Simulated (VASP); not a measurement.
Data:

```
CSi
1.0
    1.58287    -2.74162     0.00000
    1.58287     2.74162     0.00000
    0.00000     0.00000     5.19738
Si C
2 2
Cartesian
  1.58287  -0.91387   2.59642
  1.58287   0.91387   5.19511
  1.58287  -0.91387   4.54998
  1.58287   0.91387   1.95129
```

Level of theory: RPBE GGA, VASP's PBE PAW potentials (set 64) (plane waves; VASP). Settings: 520 eV cut-off, 8×8×5 Γ-centred mesh, Gaussian smearing of 0.050 eV, potentials Si C.

**Question.** Give the stress tensor in GPa (positive for a compressed cell).

**Answer.** 
```
-10.74    0.00    0.00
  0.00  -10.74    0.00
  0.00    0.00  -10.73
```
The pressure is its mean diagonal, -10.74 GPa.

The compound is SiC in the wurtzite structure, the rare 2H polytype. This cell is one point of a volume scan, at 1.06 of the reference volume.
